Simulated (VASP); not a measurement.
# ScInTeSe (P-6m2) in VASP: phonons with PBE

Aim: the phonons of ScInTeSe with PBE.

Everything below comes from runs of VASP 6.6.1. Logs are shortened: lines on timing, memory, paths and dates and some standing lists are left out, and cuts for length are marked.

**1. The structure**

The structure is hexagonal, space group P-6m2 (No. 187). The conventional cell has a = 4.064 Å, b = 4.064 Å, c = 15.854 Å, α = 90.00°, β = 90.00°, γ = 120.00°. Around Sc (site symmetry 3m) lie 3 Se at 2.76 Å and 3 Te at 2.94 Å. In (site symmetry -6m2) is surrounded by 6 Se at 3.28 Å. In (site symmetry -6m2) is surrounded by 6 Te at 3.36 Å. Te (site symmetry 3m) is surrounded by 3 Sc at 2.94 Å and 3 In at 3.36 Å. Around Se (site symmetry 3m) lie 3 Sc at 2.76 Å.

The cell was built by a generator and needn't be a form met in nature.

**2. Phonons, PBE**

Contents of POSCAR:

```
ScInTeSe
1.0
    4.0643600000      0.0000000000      0.0000000000
   -2.0321800000      3.5198390000      0.0000000000
    0.0000000000      0.0000000000     15.8537300000
Sc In Te Se
2 2 2 2
Direct
    0.0000000000      0.0000000000      0.2637020000
    0.0000000000      0.0000000000      0.7362980000
    0.3333330000      0.6666670000      0.5000000000
    0.6666670000      0.3333330000      0.0000000000
    0.3333330000      0.6666670000      0.1519350000
    0.3333330000      0.6666670000      0.8480650000
    0.6666670000      0.3333330000      0.3549970000
    0.6666670000      0.3333330000      0.6450030000
```

Contents of INCAR.step1:

```
  ALGO = Normal
  EDIFF = 1E-8
  EDIFFG = -0.002
  ENCUT = 520
  GGA = PE
  IBRION = 2
  ISIF = 3
  ISMEAR = 0
  KPAR = 4
  LASPH = True
  LCHARG = False
  LREAL = False
  LWAVE = False
  NELM = 60
  NSW = 40
  PREC = Accurate
  SIGMA = 0.1
```

Contents of INCAR.step2:

```
  ALGO = Normal
  EDIFF = 1E-8
  ENCUT = 520
  GGA = PE
  IBRION = 6
  ISIF = 2
  ISMEAR = 0
  KPAR = 4
  LASPH = True
  LCHARG = False
  LREAL = False
  LWAVE = False
  NELM = 60
  NFREE = 2
  NSW = 1
  POTIM = 0.015
  PREC = Accurate
  SIGMA = 0.1
```

Contents of KPOINTS:

```
k-points
0
Gamma
  8 8 2
```

Potentials or basis: VASP PAW PBE potentials, release 64 (Sc_sv, In_d, Te, Se).

On the command line:

```sh
$ cat potpaw_PBE.64/Sc_sv/POTCAR potpaw_PBE.64/In_d/POTCAR potpaw_PBE.64/Te/POTCAR potpaw_PBE.64/Se/POTCAR > POTCAR
$ cp INCAR.step1 INCAR
$ mpirun -np 4 vasp_std > vasp.out
$ cp CONTCAR POSCAR
$ cp INCAR.step2 INCAR
$ mpirun -np 4 vasp_std > vasp.out
```

OUTCAR:

```text
EDIFF = 1E-8
   ENCUT = 520
   GGA = PE
   IBRION = 6
   ISIF = 2
   ISMEAR = 0
   LASPH = True
   LREAL = False
   NELM = 60
   NFREE = 2
   NSW = 1
   POTIM = 0.015
   PREC = Accurate

 ion  position               nearest neighbor table
   1  0.000  0.000  0.264-   7 2.76   7 2.76   7 2.76   5 2.94   5 2.94   5 2.94
   2  0.000  0.000  0.736-   8 2.76   8 2.76   8 2.76   6 2.94   6 2.94   6 2.94
   3  0.333  0.667  0.500-   7 3.29   8 3.29   7 3.29   8 3.29   7 3.29   8 3.29
   4  0.667  0.333  0.000-   5 3.36   6 3.36   5 3.36   6 3.36   5 3.36   6 3.36
   5  0.333  0.667  0.152-   1 2.94   1 2.94   1 2.94   4 3.36   4 3.36   4 3.36
   6  0.333  0.667  0.848-   2 2.94   2 2.94   2 2.94   4 3.36   4 3.36   4 3.36
   7  0.667  0.333  0.355-   1 2.76   1 2.76   1 2.76   3 3.29   3 3.29   3 3.29
   8  0.667  0.333  0.645-   2 2.76   2 2.76   2 2.76   3 3.29   3 3.29   3 3.29

  LATTYP: Found a hexagonal cell.
 ALAT       =     4.0648016166
 C/A-ratio  =     3.9011504868

  Lattice vectors:

 A1 = (   4.0648016166,   0.0000000000,   0.0000000000)
 A2 = (  -2.0324008083,   3.5202214512,   0.0000000000)
 A3 = (   0.0000000000,   0.0000000000,  15.8574028053)

Analysis of symmetry for initial positions (statically):
=====================================================================
 Subroutine PRICEL returns:
 Original cell was already a primitive cell.

 Routine SETGRP: Setting up the symmetry group for a
 hexagonal supercell.

 Subroutine GETGRP returns: Found 12 space group operations
 (whereof 12 operations were pure point group operations)
 out of a pool of 24 trial point group operations.

The static configuration has the point symmetry D_3h.

Analysis of symmetry for dynamics (positions and initial velocities):
=====================================================================
 Subroutine PRICEL returns:
 Original cell was already a primitive cell.

 Routine SETGRP: Setting up the symmetry group for a
 hexagonal supercell.

 Subroutine GETGRP returns: Found 12 space group operations
 (whereof 12 operations were pure point group operations)
 out of a pool of 24 trial point group operations.

The dynamic configuration has the point symmetry D_3h.

 Subroutine INISYM returns: Found 12 space group operations
 (whereof 12 operations are pure point group operations),
 and found     1 'primitive' translations

----------------------------------------------------------------------------------------

                                     Primitive cell

  volume of cell :     226.9036

  direct lattice vectors                    reciprocal lattice vectors
     4.064801617  0.000000000  0.000000000     0.246014466  0.142036519  0.000000000
    -2.032400808  3.520221451  0.000000000     0.000000000  0.284073037  0.000000000
     0.000000000  0.000000000 15.857402805     0.000000000  0.000000000  0.063062029

  length of vectors
     4.064801617  4.064801608 15.857402805     0.284073037  0.284073037  0.063062029

  position of ions in fractional coordinates (direct lattice)
     0.000000000  0.000000000  0.263706028
     0.000000000  0.000000000  0.736293972
     0.333333000  0.666667000  0.500000000
     0.666667000  0.333333000  0.000000000
[... 83 lines left out ...]
   LREAL  =      F    real-space projection
   EDIFFG = 0.1E-06   stopping-criterion for IOM
   NSW    =    133    number of steps for IOM
   IBRION =      6    ionic relax: 0-MD 1-quasi-New 2-CG
   NFREE  =      2    steps in history (QN), initial steepest desc. (CG)
   ISIF   =      2    stress and relaxation
   ISYM   =      2    0-nonsym 1-usesym 2-fastsym
   POTIM  = 0.0150    time-step for ionic-motion
   TEBEG  =    0.0;   TEEND  =   0.0 temperature during run
   PSTRESS=    0.0 pullay stress
   NELECT =      72.0000    total number of electrons
   NUPDOWN=      -1.0000    fix difference up-down
   EMIN   =  10.00;   EMAX   =-10.00  energy-range for DOS
   EFERMI =   0.00;   METHOD = LEGACY
   ISMEAR =     0;   SIGMA  =   0.10  broadening in eV -4-tet -1-fermi 0-gaus
   EFERMI_NEDOS =   21; number of points for ismear=-14 and -15
   IALGO  =     38    algorithm
   IMIX   =      4    mixing-type and parameters
     AMIX     =   0.40;   BMIX     =  1.00
     AMIX_MAG =   1.60;   BMIX_MAG =  1.00
  volume/ion in A,a.u.               =      28.36       191.40
  Fermi-wavevector in a.u.,A,eV,Ry     =   1.116619  2.110105 16.964275  1.246839
  Thomas-Fermi vector in A             =   2.253235
   LORBIT       =      0    0 simple, 1 ext, 2 COOP (PROOUT), +10 PAW based schemes
   GGA     = PE    functional components
   LHFCALC =     F    Hartree Fock is set to
   AEXX    =    0.0000 exact exchange contribution
   IVDW    =     0    specifies the selected vdW correction
   LEPSILON=     F    determine dielectric tensor
   LRPA    =     F    only Hartree local field effects (RPA)
 finite differences with symmetry
 non-spin polarized calculation
 Gauss-broadening in eV      SIGMA  =   0.10
  energy-cutoff  :      520.00
  volume of cell :      226.90
 maximum number of plane-waves:      6151
   NGX = 15   NGY = 15   NGZ = 59

--------------------------------------- Ionic step        1  -------------------------------------------

 number of electron      72.0000017 magnetization

 Free energy of the ion-electron system (eV)
  ---------------------------------------------------
  ext. energy  EPLUGINS =         0.00000000
  ---------------------------------------------------
  free energy    TOTEN  =       -38.99114987 eV

  energy without entropy =      -38.98915265  energy(sigma->0) =      -38.99015126

------------------------ aborting loop because EDIFF is reached ----------------------------------------

  FORCE on cell =-STRESS in cart. coord.  units (eV):
  Direction    XX          YY          ZZ          XY          YZ          ZX
  --------------------------------------------------------------------------------------
  -------------------------------------------------------------------------------------
  Total       -0.0104988     -0.0104988     -0.0048685      0.0000000      0.0000000      0.0000000
  in kB       -0.0741325     -0.0741325     -0.0343768      0.0000000      0.0000000      0.0000000
  external PRESSURE =      -0.0608806 kB  Pullay stress =       0.0000000 kB
[... 107 lines left out ...]
  FREE ENERGIE OF THE ION-ELECTRON SYSTEM (eV)
  ---------------------------------------------------
  free  energy   TOTEN  =       -38.9907502953 eV

  energy  without entropy=      -38.9887547667  energy(sigma->0) =      -38.98975253

[... ionic steps 4 to 18 ...]

--------------------------------------- Ionic step       19  -------------------------------------------

 number of electron      72.0000017 magnetization

------------------------ aborting loop because EDIFF is reached ----------------------------------------
[... 79 lines left out ...]
--------------------------------------- Ionic step       21  -------------------------------------------

 number of electron      72.0000017 magnetization

 Free energy of the ion-electron system (eV)
  ---------------------------------------------------
  ext. energy  EPLUGINS =         0.00000000
  ---------------------------------------------------
  free energy    TOTEN  =       -38.99061768 eV

  energy without entropy =      -38.98860053  energy(sigma->0) =      -38.98960911

 E-fermi :   5.5268     XC(G=0):  -9.3533

 val. band max:        5.1393927734   @ k =   0.1250  -0.0000   0.0000
 cond. band min:       5.6018227650   @ k =   0.5000  -0.0000   0.5000
 fundamental gap:      0.4624299916
 Fermi energy:         5.5267525817

 k-point     1 :       0.0000    0.0000    0.0000
  band No.  band energies     occupation
      1     -45.2677      2.00000
      2     -45.2529      2.00000
      3     -23.8818      2.00000
      4     -23.8686      2.00000
      5     -23.8635      2.00000
      6     -23.8635      2.00000
[... 944 lines left out ...]
  FREE ENERGIE OF THE ION-ELECTRON SYSTEM (eV)
  ---------------------------------------------------
  free  energy   TOTEN  =       -38.9906176846 eV

  energy  without entropy=      -38.9886005260  energy(sigma->0) =      -38.98960911

 INTERNAL STRAIN TENSORS FROM DISPLACED ATOMS
 ============================================

 INTERNAL STRAIN TENSOR FOR ION    1 for displacements in x,y,z  (eV/Angst):
          X           Y           Z          XY          YZ          ZX
  --------------------------------------------------------------------------------
  x    -0.00000     0.00000    -0.00000     0.00319     0.00000    -0.13978
  y     0.00319    -0.00319     0.00000     0.00000    -0.13978     0.00000
  z     0.13242     0.13242    -2.09058     0.00000     0.00000     0.00000

 INTERNAL STRAIN TENSOR FOR ION    8 for displacements in x,y,z  (eV/Angst):
          X           Y           Z          XY          YZ          ZX
  --------------------------------------------------------------------------------
  x     0.00000     0.00000     0.00000    -1.57887     0.00000     4.15297
  y    -1.57887     1.57887    -0.00000     0.00000     4.15297     0.00000
  z     4.02793     4.02793     4.90584     0.00000     0.00000     0.00000

 Eigenvectors and eigenvalues of the dynamical matrix
 ----------------------------------------------------

   1 f  =    7.688974 THz    48.311248 2PiTHz  256.476563 cm-1    31.799027 meV
             X         Y         Z           dx          dy          dz
      0.000000  0.000000  4.181693     0.000000    0.000000   -0.646804
      0.000000  0.000000 11.675710    -0.000000   -0.000000    0.646804
     -0.000002  2.346815  7.928701    -0.000000   -0.000000    0.000000
      2.032403  1.173406  0.000000     0.000000    0.000000    0.000000
     -0.000002  2.346815  2.409084    -0.000000   -0.000000    0.179373
     -0.000002  2.346815 13.448319    -0.000000   -0.000000   -0.179373
      2.032403  1.173406  5.629477    -0.000000   -0.000000    0.222417
      2.032403  1.173406 10.227926     0.000000    0.000000   -0.222417
[... 243 lines left out ...]
  24 f/i=    0.010567 THz     0.066395 2PiTHz    0.352483 cm-1     0.043702 meV
             X         Y         Z           dx          dy          dz
      0.000000  0.000000  4.181693    -0.248888   -0.001340   -0.000000
      0.000000  0.000000 11.675710    -0.248888   -0.001340   -0.000000
     -0.000002  2.346815  7.928701    -0.390770   -0.002103   -0.000000
      2.032403  1.173406  0.000000    -0.392593   -0.002113   -0.000000
     -0.000002  2.346815  2.409084    -0.419334   -0.002257   -0.000000
     -0.000002  2.346815 13.448319    -0.419334   -0.002257   -0.000000
      2.032403  1.173406  5.629477    -0.329824   -0.001775   -0.000000
      2.032403  1.173406 10.227926    -0.329824   -0.001775   -0.000000

 ELASTIC MODULI CONTR FROM IONIC RELAXATION (kBar)
 Direction    XX          YY          ZZ          XY          YZ          ZX
 --------------------------------------------------------------------------------
 XX         -91.0356    -40.6691    -99.7239      0.0000      0.0000     -0.0000
 YY         -40.6691    -91.0356    -99.7239     -0.0000     -0.0000      0.0000
 ZZ         -99.7239    -99.7239   -160.8571      0.0000      0.0000     -0.0000
 XY           0.0000     -0.0000      0.0000    -25.1833     -0.0000      0.0000
 YZ           0.0000     -0.0000      0.0000     -0.0000   -123.3604     -0.0000
 ZX          -0.0000      0.0000     -0.0000      0.0000     -0.0000   -123.3605
 --------------------------------------------------------------------------------
```

It took 44 min on 4 MPI ranks of Intel Xeon Platinum 8488C (Sapphire Rapids), shared host; peak memory 1.1 GiB.

What came out:

| Property | Result |
| --- | --- |
| Highest phonon frequency at Γ, LO-TO splitting left out | 256 cm⁻¹ |

Phonon frequencies in cm⁻¹ (negative: imaginary):
| q point | frequencies |
| --- | --- |
| (0.000, 0.000, 0.000) | 0 0 0 35 35 39 39 52 52 62 64 82 99 99 100 100 135 137 161 161 162 162 243 256 |
